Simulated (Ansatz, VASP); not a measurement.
**One calculation of NbTe, two programs**

The input INCAR:

```
SYSTEM = NbTe
  PREC = Accurate
  ENCUT = 520
  EDIFF = 1E-6
  ISMEAR = 0
  SIGMA = 0.02
  LREAL = .FALSE.
  LASPH = .TRUE.
  NELM = 100
  ALGO = Normal
  ISIF = 2
  LWAVE = .FALSE.
  LCHARG = .TRUE.
  GGA = RP
  LELF = .TRUE.
  LVHAR = .TRUE.
  NBANDS = 16
```

Contents of KPOINTS:

```
Automatic mesh
0
G
  8 8 7
  0 0 0
```

The input POSCAR:

```
NbTe
1.0
    3.7029743866      0.0000000000      0.0000000000
   -1.8514871933      3.2068698884      0.0000000000
    0.0000000000      0.0000000000      3.6942110000
Te Nb
1 1
Direct
    0.6666666667      0.3333333333      0.0000000000
    0.0000000000      0.0000000000      0.5000000000
```

input.yaml

```yaml
crystal:
  lattice:
    - [3.7029743866, 0.0, 0.0]
    - [-1.8514871933, 3.2068698884, 0.0]
    - [0.0, 0.0, 3.694211]
  atoms:
    - { symbol: Te, position: [0.6666666667, 0.3333333333, 0.0] }
    - { symbol: Nb, position: [0.0, 0.0, 0.5] }
kpoints:
  mp_grid: { grid: [8, 8, 7] }
scf:
  occupations: { method: gaussian, width: 0.02 }
hamiltonian:
  xc: rpbe
  pseudopotentials: { kind: all_electron, lapw: { basis_error: 0.001 } }
output:
  forces: true
  stress: true
  eigenvalues: true
```

The cell comes from a database or a generator and needn't be the stable form of this composition.

Alike in both runs: task single point; functional RPBE; k mesh 8 × 8 × 7; occupations gaussian, width 0.02 eV; no spin polarisation.

|  | VASP | Ansatz |
| --- | --- | --- |
| version | VASP 6.6.1 | Ansatz 0.2.0 |
| potentials or method | VASP PAW PBE potentials, release 64 (Te, Nb_sv) | all-electron LAPW, scalar-relativistic |
| plane-wave cutoff (eV) | 520 | see its input |

|  | VASP | Ansatz | Ansatz less VASP |
| --- | --- | --- | --- |
| gap on the k mesh at the Fermi level (eV) | none | none | - |
| pressure (GPa) | 1.2 | 1.5 | +0.28 |
| largest component of the traceless stress (GPa) | 0.97 | 1.01 | +0.045 |

A gap of «none» marks a metal or a gap that the smearing closes. Ansatz ran all-electron here, so the differences hold the error of VASP's frozen core and of both bases.

Caveats: the PAW data sets were made with another functional, which shifts forces and pressure a little (VASP). Spin-orbit coupling is left out, which matters for the levels of Te.
